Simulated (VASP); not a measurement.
**CdZn3S4 (ordered alloy cell): computed properties**

Method: PBEsol GGA, VASP's PBE PAW potentials (set 64) (plane waves; VASP).

| Item | Result |
|---|---|
| space group | R3m (160) |
| cell | a = 3.856 Å, b = 3.856 Å, c = 38.146 Å, α = 90.00°, β = 90.00°, γ = 120.00° |
| volume per atom | 20.46 Å³/atom |
| band gap (over mesh and band path) | 1.49 eV |
| smallest direct gap (over mesh and band path) | 1.49 eV |
| band-edge character | direct, Γ to Γ |
| density | 4.43 g/cm³ |

```cif
data_CdS4Zn3
_chemical_formula_sum 'Zn3 S4 Cd1'
_space_group_name_H-M_alt 'P 1'
_space_group_IT_number 1
_cell_length_a 3.85581
_cell_length_b 3.85581
_cell_length_c 15.52328
_cell_angle_alpha 60.213
_cell_angle_beta 60.213
_cell_angle_gamma 60.000
loop_
_space_group_symop_operation_xyz
  'x, y, z'
loop_
_atom_site_label
_atom_site_type_symbol
_atom_site_fract_x
_atom_site_fract_y
_atom_site_fract_z
_atom_site_occupancy
Zn1 Zn 0.98596 0.98596 0.01053 1
Zn2 Zn 0.99983 0.99983 0.25012 1
Zn3 Zn 0.01272 0.01272 0.49046 1
S1 S 0.24281 0.24281 0.06790 1
S2 S 0.25569 0.25569 0.30823 1
S3 S 0.26884 0.26884 0.54837 1
S4 S 0.22789 0.22789 0.82908 1
Cd1 Cd 0.00626 0.00626 0.74530 1
```

The structure was generated: CdZn3S4 was put into an ordered model structure (R3m), which need not be its known phase. It was relaxed first. Symmetry was kept, so distortions that lower it aren't found.
